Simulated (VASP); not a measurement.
Given:

```
Mo
1.0
   -1.59236     1.59236     1.59236
    1.59236    -1.59236     1.59236
    1.59236     1.59236    -1.59236
Mo
1
Direct
  0.00000   0.00000   0.00000
```

The numbers are results of TPSS meta-GGA, VASP's PBE PAW potentials (set 64) (plane waves; VASP), not measurements. Settings: 520 eV cut-off, 16×16×16 Γ-centred mesh, first-order Methfessel-Paxton smearing of 0.10 eV, potentials Mo_sv.

Question: Predict the energy per atom (σ→0), pressure, band gap (on the k-mesh) with the smallest direct gap where there is one.

Answer: 
```yaml
band gap (on the k-mesh): none (metal, semimetal or under 0.01 eV)
energy per atom (σ→0): -19.615 eV/atom
pressure: -8.10 GPa
```

The compound is Mo in the bcc structure. This cell is one point of a volume scan, at 1.03 of the reference volume.
